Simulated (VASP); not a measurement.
Level of theory: optB88-vdW, VASP's PBE PAW potentials (set 64) (plane waves; VASP).

A VASP calculation is set up with these files.

File KPOINTS:
```
kpoints
0
Gamma
  13 13 7
```

File POSCAR:
```
Ti
1
    1.4593048778    -2.5275902491     0.0000000000
    1.4593048778     2.5275902491    -0.0000000000
   -0.0000000000     0.0000000000     4.6284639996
Ti
2
Direct
  0.3333330000   0.6666670000   0.2500000000
  0.6666670000   0.3333330000   0.7500000000
```

### INCAR
```
SYSTEM = Ti
PREC = Accurate
ENCUT = 520
EDIFF = 1E-6
NELM = 100
ALGO = Normal
LREAL = .FALSE.
LASPH = .TRUE.
ISMEAR = 1
SIGMA = 0.1
GGA = BO
PARAM1 = 0.1833333333
PARAM2 = 0.22
LUSE_VDW = .TRUE.
AGGAC = 0.0
LMAXMIX = 4
LWAVE = .FALSE.
LCHARG = .FALSE.
IBRION = 2
ISIF = 3
NSW = 60
EDIFFG = -0.01
```

POTCAR, in this order: Ti_sv (PBE.64 set). Program: vasp_std.

The resulting files:

File OUTCAR:
```
 ion  position               nearest neighbor table
   1  0.333  0.667  0.250-   2 2.86   2 2.86   2 2.86   2 2.86   2 2.86   2 2.86
   2  0.667  0.333  0.750-   1 2.86   1 2.86   1 2.86   1 2.86   1 2.86   1 2.86
  LATTYP: Found a hexagonal cell.
 ALAT       =     2.9186098050
 C/A-ratio  =     1.5858454226
 Subroutine PRICEL returns:
 Original cell was already a primitive cell.
 Subroutine GETGRP returns: Found 24 space group operations
The static configuration has the point symmetry D_3d.
 The point group associated with its full space group is D_6h.
The dynamic configuration has the point symmetry D_3d.
 Subroutine INISYM returns: Found 24 space group operations
 Subroutine IBZKPT returns following result:
 Found     84 irreducible k-points:

 Following reciprocal coordinates:
            Coordinates               Weight
  0.000000  0.000000  0.000000      1.000000
  0.076923 -0.000000  0.000000      6.000000
  0.153846  0.000000  0.000000      6.000000
  0.230769  0.000000  0.000000      6.000000
  0.307692  0.000000  0.000000      6.000000
  0.384615  0.000000  0.000000      6.000000
  0.461538  0.000000  0.000000      6.000000
  0.076923  0.076923  0.000000      6.000000
  0.153846  0.076923  0.000000     12.000000
  0.230769  0.076923  0.000000     12.000000
  0.307692  0.076923  0.000000     12.000000
  0.384615  0.076923  0.000000     12.000000
  0.461538  0.076923  0.000000      6.000000
  0.153846  0.153846  0.000000      6.000000
  0.230769  0.153846  0.000000     12.000000
  0.307692  0.153846  0.000000     12.000000
  0.384615  0.153846  0.000000     12.000000
  0.230769  0.230769  0.000000      6.000000
  0.307692  0.230769  0.000000     12.000000
  0.384615  0.230769  0.000000      6.000000
  0.307692  0.307692  0.000000      6.000000
  0.000000  0.000000  0.142857      2.000000
  0.076923 -0.000000  0.142857     12.000000
  0.153846  0.000000  0.142857     12.000000
  0.230769  0.000000  0.142857     12.000000
  0.307692  0.000000  0.142857     12.000000
  0.384615  0.000000  0.142857     12.000000
  0.461538  0.000000  0.142857     12.000000
  0.076923  0.076923  0.142857     12.000000
  0.153846  0.076923  0.142857     24.000000
  0.230769  0.076923  0.142857     24.000000
  0.307692  0.076923  0.142857     24.000000
  0.384615  0.076923  0.142857     24.000000
  0.461538  0.076923  0.142857     12.000000
  0.153846  0.153846  0.142857     12.000000
  0.230769  0.153846  0.142857     24.000000
  0.307692  0.153846  0.142857     24.000000
  0.384615  0.153846  0.142857     24.000000
  0.230769  0.230769  0.142857     12.000000
  0.307692  0.230769  0.142857     24.000000
   k-points           NKPTS =     84   k-points in BZ     NKDIM =     84   number of bands    NBANDS=     16
   number of dos      NEDOS =    301   number of ions     NIONS =      2
   total plane-waves  NPLWV =  20736
   dimension x,y,z NGX =    24 NGY =   24 NGZ =   36
   dimension x,y,z NGXF=    48 NGYF=   48 NGZF=   72
   ions per type =               2
   PREC   = accura    normal or accurate (medium, high low for compatibility)
   ISTART =      0    job   : 0-new  1-cont  2-samecut
   ICHARG =      2    charge: 1-file 2-atom 10-const
   ISPIN  =      1    spin polarized calculation?
   LNONCOLLINEAR =      F non collinear calculations
   LSORBIT =      F    spin-orbit coupling
   INIWAV =      1    electr: 0-lowe 1-rand  2-diag
   ENCUT  =  520.0 eV  38.22 Ry    6.18 a.u.   5.43  5.43  8.61*2*pi/ulx,y,z
   NELM   =    100;   NELMIN=  2; NELMDL= -5     # of ELM steps
   EDIFF  = 0.1E-05   stopping-criterion for ELM
   LREAL  =      F    real-space projection
...
```

**OSZICAR**
```
       N       E                     dE             d eps       ncg     rms          rms(c)
DAV:   1     0.254352886780E+03    0.25435E+03   -0.13698E+04  2696   0.189E+03
DAV:   2     0.173432386876E+02   -0.23701E+03   -0.23554E+03  2744   0.495E+02
DAV:   3    -0.101464008907E+02   -0.27490E+02   -0.27253E+02  5272   0.136E+02
DAV:   4    -0.112652764323E+02   -0.11189E+01   -0.11188E+01  2792   0.292E+01
DAV:   5    -0.113293347513E+02   -0.64058E-01   -0.64058E-01  4416   0.475E+00    0.117E+01
DAV:   6    -0.957014761100E+01    0.17592E+01   -0.67721E+00  3168   0.302E+01    0.311E+00
DAV:   7    -0.956533937969E+01    0.48082E-02   -0.65652E-01  4064   0.686E+00    0.196E+00
DAV:   8    -0.959070458368E+01   -0.25365E-01   -0.18976E-01  3032   0.599E+00    0.675E-01
DAV:   9    -0.958297259221E+01    0.77320E-02   -0.40667E-02  3312   0.244E+00    0.533E-02
DAV:  10    -0.958319632771E+01   -0.22374E-03   -0.22098E-03  4192   0.384E-01    0.685E-02
DAV:  11    -0.958320816868E+01   -0.11841E-04   -0.14477E-04  3560   0.115E-01    0.225E-02
DAV:  12    -0.958319271762E+01    0.15451E-04   -0.17064E-05  3192   0.405E-02    0.185E-03
DAV:  13    -0.958319361676E+01   -0.89914E-06   -0.64629E-07  2112   0.714E-03
   1 F= -.95831936E+01 E0= -.95831868E+01  d E =-.958319E+01
       N       E                     dE             d eps       ncg     rms          rms(c)
DAV:   1    -0.958326135873E+01   -0.68641E-04   -0.35922E-03  2864   0.866E-01    0.567E-02
DAV:   2    -0.958322428401E+01    0.37075E-04   -0.20762E-04  2768   0.181E-01    0.294E-02
DAV:   3    -0.958320610664E+01    0.18177E-04   -0.61409E-05  3968   0.817E-02    0.343E-03
DAV:   4    -0.958320609101E+01    0.15632E-07   -0.49341E-06  2808   0.325E-02
   2 F= -.95832061E+01 E0= -.95832000E+01  d E =-.124743E-04
```

File OUTCAR:
```
------------------------ aborting loop because EDIFF is reached ----------------------------------------
  FORCE on cell =-STRESS in cart. coord.  units (eV):
  Direction    XX          YY          ZZ          XY          YZ          ZX
  --------------------------------------------------------------------------------------
  Total       -0.0124615     -0.0124615      0.0026137      0.0000000     -0.0000000     -0.0000000
  in kB       -0.5847361     -0.5847361      0.1226437      0.0000000     -0.0000000     -0.0000000
  external PRESSURE =      -0.3489428 kB  Pullay stress =       0.0000000 kB
  volume of cell :       34.14
      direct lattice vectors                 reciprocal lattice vectors
     1.458938688 -2.526955990 -0.000000000     0.342714882 -0.197866525  0.000000000
     1.458938688  2.526955990 -0.000000000     0.342714882  0.197866525  0.000000000
    -0.000000000  0.000000000  4.630807082     0.000000000  0.000000000  0.215945079
 POSITION                                       TOTAL-FORCE (eV/Angst)
 -----------------------------------------------------------------------------------
      1.45894      0.84232      1.15770        -0.000000      0.000000      0.000000
      1.45894     -0.84232      3.47311         0.000000     -0.000000      0.000000
 -----------------------------------------------------------------------------------
    total drift:                               -0.000000      0.001058     -0.000020
  FREE ENERGIE OF THE ION-ELECTRON SYSTEM (eV)
  ---------------------------------------------------
  free  energy   TOTEN  =        -9.5832060910 eV

  energy  without entropy=       -9.5831879006  energy(sigma->0) =       -9.58320003

 reached required accuracy - stopping structural energy minimisation
```
(Selected blocks of OUTCAR.)

CONTCAR:
```
Ti
   1.00000000000000
     1.4589386882823863   -2.5269559902073713   -0.0000000000000000
     1.4589386882823863    2.5269559902073713   -0.0000000000000000
    -0.0000000000000000    0.0000000000000000    4.6308070824955410
  Ti
     2
Direct
     0.3333330000000032    0.6666669999999968    0.2500000000000000
     0.6666669999999968    0.3333330000000032    0.7500000000000000
```

The compound is Ti in the hcp structure. This run relaxes it. Symmetry was kept, so distortions that lower it aren't found. The start is the result of an earlier pass.
